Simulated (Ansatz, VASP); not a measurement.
**CdF2 in two plane-wave programs**

Wanted: the spread between two codes on one cell, functional and k mesh. The cell is taken from a series of VASP runs on this material, whose earlier steps may have relaxed, scaled or displaced it; both programs get it as it stands.

Calculated with Ansatz 0.2.0; plane waves, with VASP 6.6.1 beside it; relaxation of cell and atoms at PBE and relaxation of cell and atoms at r2SCAN with rVV10.

## 1. Starting point

Symmetry: Fm-3m, No. 225, cubic system. The conventional cell has a = 5.490 Å, b = 5.490 Å, c = 5.490 Å, α = 90.00°, β = 90.00°, γ = 90.00°. Nearest to Cd lie 8 F at 2.38 Å. Nearest to F lie 4 Cd at 2.38 Å. Farther neighbours and most contacts between anions are not listed.

Structure file:

```xyz
3
Lattice="0.0000 2.7449 2.7449 2.7449 0.0000 2.7449 2.7449 2.7449 0.0000" Properties=species:S:1:pos:R:3 pbc="T T T"
Cd    0.0000    0.0000    0.0000
F     4.1173    4.1173    4.1173
F     1.3724    1.3724    1.3724
```

## 2. VASP: relaxation of cell and atoms, PBE

The relaxed volume is the usual yardstick between codes: its relative difference is about their pressure difference at one cell divided by the bulk modulus.

Lines of VASP's logs that name or quote its potential files are left out, and so is its time.

Contents of INCAR:

```
SYSTEM = CdF2
PREC = Accurate
ENCUT = 520
EDIFF = 1E-06
NELM = 100
ISMEAR = 0
SIGMA = 0.03
LREAL = .FALSE.
ALGO = Normal
GGA = PE
NBANDS = 19
LORBIT = 11
LWAVE = .FALSE.
LCHARG = .FALSE.
KPAR = 4
IBRION = 2
NSW = 50
ISIF = 3
EDIFFG = -0.006
```

Contents of POSCAR:

```
CdF2
1.0
    0.0000000000      2.7448931326      2.7448931326
    2.7448931326      0.0000000000      2.7448931326
    2.7448931326      2.7448931326      0.0000000000
Cd F
1 2
Direct
    0.0000000000      0.0000000000      0.0000000000
    0.7500000000      0.7500000000      0.7500000000
    0.2500000000      0.2500000000      0.2500000000
```

Contents of KPOINTS:

```
Automatic mesh
0
Gamma
8 8 8
0 0 0
```

The projector-augmented-wave data sets are Cd and F (PBE family, release 64).

Command:

```console
$ mpirun -np 4 vasp_std
```

Numbers of over 12 decimals in the logs are rounded to 6 here.

Output:

```text
[banner, memory and clock lines left out]
running    4 mpi-ranks, on    1 nodes
 distrk:  each k-point on    1 cores,    4 groups
 distr:  one band on    1 cores,    1 groups

 POSCAR found type information on POSCAR CdF
 POSCAR found :  2 types and       3 ions
 LDA part: xc-table for (Slater+PW92), standard interpolation
 POSCAR, INCAR and KPOINTS ok, starting setup
 FFT: planning ... GRIDC
 FFT: planning ... GRID_SOFT
 FFT: planning ... GRID
 WAVECAR not read
 entering main loop
       N       E                     dE             d eps       ncg     rms          rms(c)
DAV:   1     0.202366823426E+03    0.20237E+03   -0.15725E+04  1110   0.138E+03
DAV:   2    -0.370363119923E+01   -0.20607E+03   -0.19667E+03  1210   0.355E+02
DAV:   3    -0.126524268187E+02   -0.89488E+01   -0.89272E+01  1230   0.808E+01
DAV:   4    -0.126961950395E+02   -0.43768E-01   -0.43766E-01  1171   0.569E+00
DAV:   5    -0.126963655094E+02   -0.17047E-03   -0.17047E-03  1231   0.322E-01    0.959E+00
DAV:   6    -0.108794057078E+02    0.18170E+01   -0.46021E+00  1386   0.412E+01    0.679E+00
DAV:   7    -0.109254807050E+02   -0.46075E-01   -0.94572E-01  1114   0.909E+00    0.389E+00
DAV:   8    -0.109156171588E+02    0.98635E-02   -0.16904E-01  1126   0.378E+00    0.766E-01
DAV:   9    -0.109052754772E+02    0.10342E-01   -0.41081E-02  1290   0.231E+00    0.993E-02
DAV:  10    -0.109058277432E+02   -0.55227E-03   -0.32555E-03  1129   0.689E-01    0.129E-01
DAV:  11    -0.109059344324E+02   -0.10669E-03   -0.24558E-04  1165   0.173E-01    0.499E-02
DAV:  12    -0.109059568430E+02   -0.22411E-04   -0.89201E-05  1120   0.818E-02    0.177E-02
DAV:  13    -0.109059590665E+02   -0.22234E-05   -0.11835E-05  1162   0.292E-02    0.600E-03
DAV:  14    -0.109059585381E+02    0.52838E-06   -0.17008E-06   913   0.171E-02
   1 F= -.10905959E+02 E0= -.10905959E+02  d E =-.109060E+02
 curvature:   0.00 expect dE= 0.000E+00 dE for cont linesearch  0.000E+00
 trial: gam= 0.00000 g(F)=  0.176E-48 g(S)=  0.367E-04 ort = 0.000E+00 (trialstep = 0.100E+01)
 search vector abs. value=  0.367E-04
 bond charge predicted
       N       E                     dE             d eps       ncg     rms          rms(c)
DAV:   1    -0.109064682113E+02   -0.50914E-03   -0.97011E-03  1150   0.110E+00    0.175E-01
DAV:   2    -0.109060060895E+02    0.46212E-03   -0.16073E-03  1147   0.362E-01    0.377E-02
DAV:   3    -0.109059740270E+02    0.32062E-04   -0.69971E-05  1155   0.151E-01    0.386E-02
DAV:   4    -0.109059683928E+02    0.56341E-05   -0.98958E-06  1123   0.377E-02    0.270E-02
DAV:   5    -0.109059655731E+02    0.28197E-05   -0.23543E-06  1095   0.163E-02    0.335E-03
DAV:   6    -0.109059654734E+02    0.99702E-07   -0.39589E-07   560   0.116E-02
   2 F= -.10905965E+02 E0= -.10905965E+02  d E =-.693532E-05
 trial-energy change:   -0.000007  1 .order   -0.000010   -0.000037    0.000016
 step:   0.6900(harm=  0.6900)  dis= 0.00000  next Energy=   -10.905971 (dE=-0.127E-04)
 reached required accuracy - stopping structural energy minimisation
```

OUTCAR, selected parts (step 2):

```text
ion  position               nearest neighbor table
   1  0.000  0.000  0.000-   2 2.38   2 2.38   2 2.38   2 2.38   3 2.38   3 2.38   3 2.38   3 2.38

  LATTYP: Found a face centered cubic cell.
 ALAT       =     5.4897862652

 Subroutine GETGRP returns: Found 48 space group operations
 (whereof 48 operations were pure point group operations)

The static configuration has the point symmetry O_h .

 Found     29 irreducible k-points:

   k-points           NKPTS =     29   k-points in BZ     NKDIM =     29   number of bands    NBANDS=     19

   dimension x,y,z NGX =    30 NGY =   30 NGZ =   30
   dimension x,y,z NGXF=    60 NGYF=   60 NGZF=   60

   ENCUT  =  520.0 eV  38.22 Ry    6.18 a.u.   7.22  7.22  7.22*2*pi/ulx,y,z

   NELECT =      26.0000    total number of electrons

 k-points in reciprocal lattice and weights: Automatic mesh
   0.00000000  0.00000000  0.00000000       0.002
   0.12500000  0.00000000  0.00000000       0.016
   0.25000000  0.00000000  0.00000000       0.016
   0.37500000  0.00000000  0.00000000       0.016
   0.50000000  0.00000000  0.00000000       0.008
   0.12500000  0.12500000  0.00000000       0.012
   0.25000000  0.12500000  0.00000000       0.047
   0.37500000  0.12500000  0.00000000       0.047
   0.50000000  0.12500000  0.00000000       0.047
[...]
-0.37500000  0.50000000  0.12500000       0.023
  -0.25000000  0.50000000  0.25000000       0.012

 average (electrostatic) potential at core
       1 -39.5562       2 -78.1668       3 -78.1668

 E-fermi :  -1.5925

 k-point     1 :       0.0000    0.0000    0.0000
  band No.  band energies     occupation
    ...
      9      -2.5606      2.00000
     10      -2.5606      2.00000
     11      -2.2892      2.00000
     12      -2.2892      2.00000
     13      -2.2892      2.00000
     14       1.1398      0.00000
     15      10.6951      0.00000
     16      10.6951      0.00000
     17      10.6951      0.00000
     18      15.3897      0.00000
    ...

 k-point     2 :       0.1250    0.0000    0.0000
  band No.  band energies     occupation
    ...
      9      -2.6803      2.00000
     10      -2.6803      2.00000
     11      -2.3559      2.00000
     12      -2.2546      2.00000
     13      -2.2546      2.00000
     14       1.6991      0.00000
     15       9.9892      0.00000
     16      10.9007      0.00000
     17      10.9007      0.00000
     18      16.3575      0.00000
    ...

 k-point     3 :       0.2500    0.0000    0.0000
  band No.  band energies     occupation
    ...
      9      -2.9504      2.00000
     10      -2.9504      2.00000
     11      -2.8092      2.00000
     12      -2.2041      2.00000
     13      -2.2041      2.00000
     14       2.9420      0.00000
     15       8.8275      0.00000
     16      11.4276      0.00000
     17      11.4276      0.00000
     18      16.6746      0.00000
    ...

  Total       -0.0123886     -0.0123886     -0.0123886      0.0000000     -0.0000000      0.0000000
  in kB       -0.4792356     -0.4792356     -0.4792356      0.0000000     -0.0000000      0.0000000
  external PRESSURE =      -0.4792356 kB  Pullay stress =       0.0000000 kB

  energy-cutoff  :      520.00
  volume of cell :       41.42
      direct lattice vectors                 reciprocal lattice vectors
     0.000000000  2.746110377  2.746110377    -0.182075711  0.182075711  0.182075711
     2.746110377  0.000000000  2.746110377     0.182075711 -0.182075711  0.182075711
     2.746110377  2.746110377  0.000000000     0.182075711  0.182075711 -0.182075711

 POSITION                                       TOTAL-FORCE (eV/Angst)
 -----------------------------------------------------------------------------------
      2.74611      0.00000      2.74611         0.000000      0.000000      0.000000
      4.11917      4.11917      4.11917        -0.000000     -0.000000     -0.000000
      1.37306      1.37306      1.37306         0.000000      0.000000      0.000000
 -----------------------------------------------------------------------------------
    total drift:                                0.000000     -0.000000      0.000000

  FREE ENERGIE OF THE ION-ELECTRON SYSTEM (eV)
  ---------------------------------------------------
  free  energy   TOTEN  =       -10.9059654734 eV

  energy  without entropy=      -10.9059654734  energy(sigma->0) =      -10.90596547

 reached required accuracy - stopping structural energy minimisation

 total charge
# of ion       s       p       d       tot
------------------------------------------
    1        0.222   0.175   9.678  10.075
    2        1.739   4.329   0.000   6.068
    3        1.739   4.329   0.000   6.068
--------------------------------------------------
tot          3.700   8.833   9.678  22.211

[... 3 further parts left out ...]
```

## 3. Ansatz: relaxation of cell and atoms, PBE

Ansatz runs on its default PAW (the set named soft_2) files.

The same cell, functional, mesh and smearing now go to Ansatz, which takes its cutoff from its data sets.

Contents of input.yaml:

```yaml
crystal:
  lattice:
    - [0.0, 2.7448931326, 2.7448931326]
    - [2.7448931326, 0.0, 2.7448931326]
    - [2.7448931326, 2.7448931326, 0.0]
  atoms:
    - { symbol: Cd, position: [0.0, 0.0, 0.0] }
    - { symbol: F, position: [0.75, 0.75, 0.75] }
    - { symbol: F, position: [0.25, 0.25, 0.25] }
hamiltonian:
  xc: pbe
  pseudopotentials: { kind: paw }
kpoints:
  mp_grid: { grid: [8, 8, 8] }
scf:
  occupations: { method: gaussian, width: 0.03 }
relax:
  f_tol: 0.01
  max_steps: 60
  cell: { stress_tol: 0.05 }
output:
  forces: true
  stress: true
  write_density: true
  write_potential: true
  elf: true
  volumetric_format: npy
```

Command:

```console
$ ansatz run input.yaml --threads 4 --pin off --max-ram 9216MiB --backend cpu --events-out ev --progress --plain --runs-dir out
```

Output:

```text
Engine: ansatz 0.2.0, aarch64-unknown-linux-gnu
Pseudopotentials: kind: paw
Pseudopotential: Cd, paw, valence charge 20, recommended cutoff 420 eV (normal), Cd.paw.azcp
Pseudopotential: F, paw, valence charge 7, recommended cutoff 420 eV (normal), F.paw.azcp
Functional definition: PBE
  parameter kappa = 0.804
  parameter beta = 0.066725
  exchange = pbe_x(kappa = kappa, mu = beta*pi^2/3)
  correlation = pbe_c(beta = beta)
Crystal: 3 atoms, lattice volume = 41.362 Å³
Basis set: ecut = 420 eV, 869 PW (Γ), exchange–correlation on 54×54×54 points (8 copies of the dense FFT grid, shifted against one another)
Bands: 21, of which v1, the nominal top of the filled ones, is band 17 counted from 1 (16 counted from 0)
Symmetry: 48 space group operations
Space group: Fm-3m (ITA 225), of the structure as read, at distance tolerance 3.5e-5 Å
k-points: 29 of 512
Non-local potential: Cd, projectors of the file, l = 0: 3, l = 1: 2, l = 2: 2, l = 3: 1
Non-local potential: F, projectors of the file, l = 0: 2, l = 1: 2, l = 2: 1
PAW form: soft (Blöchl's): semilocal exchange-correlation on the pseudo side does not see the compensation charge
PAW one-centre angular grid: Cd, 590 points (default); XC on 64 Gauss nodes
PAW one-centre angular grid: F, 110 points (default); XC on 64 Gauss nodes
Initial density: superposition of atomic densities (neutral atoms: chi_scale 0, normalization atom), corrected by the library's trained network
Initial wavefunctions: pseudopotential atomic-orbital guess
Functional: x = pbe(κ = 0.804, μ = 0.219515), c = pbe(β = 0.066725)
SCF iter   1: F=—  HF=-9872.167590 eV  |F-HF|=—  |Δ(HF+E_count)|=         —  Δρ=4.67e-4  dr2=1.69e-5  ethr=1.77e-3  ⟨swp⟩=5.8  Hψ=2536  notcnv=0
preconditioner: auto → none  [insulator: Δε(μ)=2.896 eV  Ē_g=16.130 eV  σ=0.030 eV  W_gap=1.00  n_scr=14 (ndim 8)  ℏωp=29.4 eV  f_vac=0.148  D(μ)=0.00/eV (n_scr^D=0)  ε∞_Penn≈4.3]
SCF iter   2: F=—  HF=-9872.168657 eV  |F-HF|=—  |Δ(HF+E_count)|=   1.07e-3  Δρ=2.53e-4  dr2=6.76e-6  ethr=4.97e-8  ⟨swp⟩=3.0  Hψ=1622  notcnv=0
SCF iter   3: F=—  HF=-9872.168736 eV  |F-HF|=—  |Δ(HF+E_count)|=   7.92e-5  Δρ=1.51e-4  dr2=3.56e-6  ethr=1.99e-8  ⟨swp⟩=2.0  Hψ=986  notcnv=0
SCF iter   4: F=—  HF=-9872.168750 eV  |F-HF|=—  |Δ(HF+E_count)|=   1.34e-5  Δρ=4.20e-5  dr2=1.48e-7  ethr=1.05e-8  ⟨swp⟩=2.3  Hψ=920  notcnv=0
iter 5 did not close the SCF: its close was put off for the readings that it lacked (scf_convergence_deferred on its scf_iter line)
SCF iter   5: F=-9872.168752 eV  HF=-9872.168752 eV  |F-HF|=8.18e-9  |Δ(HF+E_count)|=   2.69e-6  Δρ=7.94e-6  dr2=1.98e-8  ethr=4.35e-10  ⟨swp⟩=2.0  Hψ=987  notcnv=0
SCF iter   6: F=-9872.168752 eV  HF=-9872.168752 eV  |F-HF|=1.22e-9  |Δ(HF+E_count)|=   1.71e-9  Δρ=1.89e-6  dr2=3.81e-10  ethr=5.82e-11  ⟨swp⟩=5.0  Hψ=3249  notcnv=0
SCF 1 converged in 6 iterations: F = -9872.168752 eV  dr2 = 3.81e-10
  greatest PAW one-centre occupation: 1.000 electrons in one spin orbital (limit 2), on the Cd atom at site 0 (counted from 0), in its partial waves of l = 1
relax step   1: F+E_penalty+E_count = -9872.16875246 eV  Δ(F+E_penalty+E_count) = +0.000e0 eV  max|allowed force component| = 3.855e-18 eV/Å  Δτ_max = 0.0000 Å  P = -0.419 GPa  Ω = 41.362 Å³  (6 SCF iters, dr2 threshold 1.00e-7 eV, accepted)
[...]
relax step   2: F+E_penalty+E_count = -9872.16970197 eV  Δ(F+E_penalty+E_count) = -9.495e-4 eV  max|allowed force component| = 3.893e-17 eV/Å  Δτ_max = 0.0000 Å  P = +0.018 GPa  Ω = 41.182 Å³  energy of the carried Pulay correction = +7.224e-4 eV  (5 SCF iters, dr2 threshold 3.00e-7 eV, accepted)
[...]
relax step   3: F+E_penalty+E_count = -9872.16914396 eV  Δ(F+E_penalty+E_count) = +5.580e-4 eV  max|allowed force component| = 3.701e-17 eV/Å  Δτ_max = 0.0000 Å  P = -0.014 GPa  Ω = 41.182 Å³  stress off target by 1.37e-2 GPa  SCF on the basis re-selected at this cell (its energy is not comparable with the rows above)  (7 SCF iters)
basis re-selected at this cell: Δ(F+E_penalty+E_count) = +5.580e-4 eV, ΔP = -0.032 GPa vs the last step (what re-selecting the basis moved, of the pressure what is left beyond the Pulay correction that the steps carried, after the strain that the cell walked since its last selection, with what the two solves' SCF thresholds leave and, on support functions, any second-order correction that the steps lacked; it is no m [...]
SCF converged after 7 iterations
Free energy (F): -9872.169144 eV
Harris-Foulkes:  -9872.169144 eV  (|F-HF|=3.64e-12)
Internal energy: -9872.169144 eV  (E = F + TS)
E sigma→0 (E₀):  -9872.169144 eV
Fermi energy:    7.138276 eV
--- Per-component energies (eV) ---
  E_band       = -505.470026
  E_kinetic    = 917.056796
  E_local      = -4338.843422  (includes V_loc(G=0)·N_el)
  E_nonlocal   = 183.926797
  E_hartree    = 1917.076377
  E_xc         = -334.806170
  E_vxc        = -424.099474  (∫ρ·V_xc dr)
  E_paw        = -4487.632156  (= ΣΔE_a)
  E_vpaw       = -677.667526  (= ΣTr[D̂ρ^β])
  E_aug_tail   = 0.004080  (compensation charges beyond the density's cutoff)
  E_ewald      = -3728.951445
  E_smearing   = -0.000000  (= −TS)
  E_closure    = -0.000000  (closes the sum)
  Σ components = -9872.169144   (vs F -9872.169144, Δ=0.00e0)
--- Forces (eV/Å), atoms counted from 1 ---
  atom   1  Cd    -0.00000000     0.00000000    -0.00000000
  atom   2  F      0.00000000     0.00000000     0.00000000
  atom   3  F     -0.00000000    -0.00000000    -0.00000000
  max |Σ_I F_I| component: 3.47e-18 eV/Å
--- Stress (GPa, compression-positive) ---
       -0.013734      -0.000000      -0.000000
       -0.000000      -0.013734      -0.000000
       -0.000000      -0.000000      -0.013734
  P = ⅓ Tr σ = -0.0137 GPa (-0.137 kbar)
--- Band table (eV; the first three rows and the last of 29) ---
  k-point 0: bands = [... 13 lower, 4.8280, 5.1221, 5.1221, 5.1221, 8.5953, 18.1287, 18.1287, 18.1287]
  k-point 1: bands = [... 13 lower, 4.7107, 5.0512, 5.1536, 5.1536, 9.1533, 17.4244, 18.3375, 18.3375]
  k-point 2: bands = [... 13 lower, 4.4404, 4.5919, 5.2028, 5.2028, 10.3984, 16.2619, 18.8730, 18.8730]
  k-point 28: bands = [... 13 lower, 4.2612, 4.2612, 5.1781, 5.6807, 13.3394, 17.0110, 17.0110, 17.0286]
--- Relaxed structure (2 steps of the walk, 2 accepted, 1 SCFs on fresh bases) ---
  F+E_penalty+E_count = -9872.16914396 eV   max|allowed force component| = 3.701e-17 eV/Å   (the final SCF, on the basis selected at the relaxed cell)
  cell:  # Å, volume = 41.1818 Å³
    - [0, 2.740891, 2.740891]
    - [2.740891, 0, 2.740891]
    - [2.740891, 2.740891, 0]
  atoms:
    - { symbol: Cd, position: [0, 0, 0] }
    - { symbol: F, position: [0.75, 0.75, 0.75] }
    - { symbol: F, position: [0.250000, 0.250000, 0.250000] }
```

It took 2.9 s on 4 threads of Arm Neoverse N1, shared host; peak memory 0.33 GiB; 8.4 s of CPU time.

## 4. Side by side

Known differences besides the potentials themselves: both relaxations stop at a tolerance, which leaves soft axes loose, and VASP keeps its plane-wave basis; the data sets hold 34 valence electrons in Ansatz (default PAW (the set named soft_2) files) and 26 in VASP; the cutoff is 420 eV in Ansatz and 520 eV in VASP; VASP leaves aspherical gradient terms in its spheres out (LASPH is not set), Ansatz keeps them; Ansatz adds a Pulay correction to the stress that steers its cell, VASP none. Total energies have different zeros and are not compared.

The two programs side by side:

| quantity | Ansatz | VASP | difference |
| --- | --- | --- | --- |
| volume (Å³) | 41.18 | 41.42 | -0.57 % |
| edge a after relaxation, in the typed setting (Å) | 3.876 | 3.884 | -0.19 % |

The walks stopped with -0.01 GPa left in Ansatz and -0.05 GPa in VASP; each walk ends within a tolerance, so the volume difference is uncertain by about these residues over the bulk modulus, most in soft cells.

[end of part 1 of 2]

[Lines on the potential files, build, host, timing and source positions are cut from VASP's logs without a mark.]

[Logs are printed without paths, hosts, clocks, repeated set-up lines and the standing remarks that a program may print on its own settings, such as how far it seeks lower states.]

[Hosts, paths, dates, database ids (printed as entryN), source tags and the programs' standing remarks are cut or masked in the printed files.]
